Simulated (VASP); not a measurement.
VASP input:

File KPOINTS:
```
K-points
0
Gamma
9 9 9
```

**INCAR**
```
ALGO  =  Normal   ! blocked Davidson
PARAM2  =  1.0
GGA  =  MK
LORBIT  =  11   ! lm-projected
LUSE_VDW  =  T
EDIFF  =  1E-7
PARAM1  =  0.1234
SYSTEM  =  Li2O
LWAVE  =  F
ISMEAR  =  -5   ! tetrahedra, Bloechl
LASPH  =  T
LEFG  =  T
LCHARG  =  T
ISIF  =  2
ENCUT  =  520
NEDOS  =  601   ! DOS grid
PREC  =  Accurate
LREAL  =  F
AGGAC  =  0.0
NELM  =  100   ! most electronic steps
```

**POSCAR**
```
Li2O
3.2526440
  0.0000000000   0.7071068444   0.7071068444
  0.7071068444   0.0000000000   0.7071068444
  0.7071068444   0.7071068444   0.0000000000
Li O
2 1
direct
  0.2500000000   0.2500000000   0.2500000000
  0.7500000000   0.7500000000   0.7500000000
  0.0000000000   0.0000000000   0.0000000000
```

POTCAR, in this order: Li_sv O (PBE.64 set). Program: vasp_std.

**Question.** Write an equivalent input for Quantum ESPRESSO's pw.x.

**Answer.** One equivalent input (not run):
```
&CONTROL
  calculation = 'scf'
  pseudo_dir = './pseudo'
  outdir = './out'
  tprnfor = .true.
  tstress = .true.
/
&SYSTEM
  ibrav = 0
  nat = 3
  ntyp = 2
  ecutwfc = 84
  occupations = 'tetrahedra'
  input_dft = 'vdw-df-ob86'
/
&ELECTRONS
  conv_thr = 7.3e-09
  electron_maxstep = 100
/
ATOMIC_SPECIES
  Li 6.940 Li.upf
  O 15.999 O.upf
CELL_PARAMETERS angstrom
     0.0000000    2.2999668    2.2999668
     2.2999668    0.0000000    2.2999668
     2.2999668    2.2999668    0.0000000
ATOMIC_POSITIONS crystal
  Li   0.2500000  0.2500000  0.2500000
  Li   0.7500000  0.7500000  0.7500000
  O    0.0000000  0.0000000  0.0000000
K_POINTS automatic
  9 9 9 0 0 0
```
Limits of the translation: the potentials are each code's own (VASP's PAW set, PseudoDojo norm-conserving files in pw.x), so ENCUT and ecutwfc are chosen apart and not converted; conv_thr bounds pw.x's estimated SCF error, while EDIFF bounds the energy change between steps; the field gradients of LEFG aren't asked of the other code.

The compound is Li2O in the antifluorite structure. It was relaxed first.
